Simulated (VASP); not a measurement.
Calculation: optB88-vdW, VASP's PBE PAW potentials (set 64) (plane waves; VASP).

The input files of a VASP run:

### POSCAR
```
CsBr
1
    4.1982083923     0.0000000000     0.0000000000
    0.0000000000     4.1982083923     0.0000000000
    0.0000000000     0.0000000000     4.1982083923
Cs Br
1 1
Direct
  0.0000000000   0.0000000000   0.0000000000
  0.5000000000   0.5000000000   0.5000000000
```

KPOINTS:
```
Automatic mesh
0
Gamma
6 6 6
0 0 0
```

### INCAR
```
! general
SYSTEM  =CsBr
PREC    =Accurate
ENCUT   =520
LREAL   =F
LASPH   =T

! electronic loop
EDIFF   =1E-7
NELM    =100
ALGO    =Normal
LMAXMIX =4

! smearing
ISMEAR  =0
SIGMA   =0.05

! functional
GGA     =BO
LUSE_VDW=T
AGGAC   =0.0
PARAM1  =0.1833333333
PARAM2  =0.22

! ions
ISIF    =2

! output
LWAVE   =F
LCHARG  =F
```

POTCAR, in this order: Cs_sv Br (PBE.64 set). Program: vasp_std.

Unless said otherwise, spin-orbit coupling is left out, though it shifts the bands of the heavy elements here.

### Question
What does the run give for the energy per atom (σ→0), pressure, band gap (on the k-mesh)?

### Answer

- energy per atom (σ→0): -0.860 eV/atom
- band gap (on the k-mesh): 4.72 eV
- pressure: 1.21 GPa

OSZICAR:
```
...
DAV:   7    -0.171987186145E+01    0.38339E-01   -0.18286E-01   608   0.232E+00    0.555E-01
DAV:   8    -0.172068508741E+01   -0.81323E-03   -0.10824E-02   532   0.792E-01    0.919E-02
DAV:   9    -0.172075120603E+01   -0.66119E-04   -0.14618E-03   596   0.266E-01    0.686E-02
DAV:  10    -0.172083815409E+01   -0.86948E-04   -0.13166E-04   556   0.103E-01    0.135E-02
DAV:  11    -0.172084534403E+01   -0.71899E-05   -0.16476E-05   560   0.349E-02    0.284E-03
DAV:  12    -0.172084580782E+01   -0.46380E-06   -0.12173E-06   540   0.966E-03    0.657E-04
DAV:  13    -0.172084587933E+01   -0.71509E-07   -0.81333E-08   396   0.171E-03
   1 F= -.17208459E+01 E0= -.17208459E+01  d E =-.168666E-13
```

The compound is CsBr in the CsCl type structure. This cell is one point of a volume scan, at 0.94 of the reference volume.
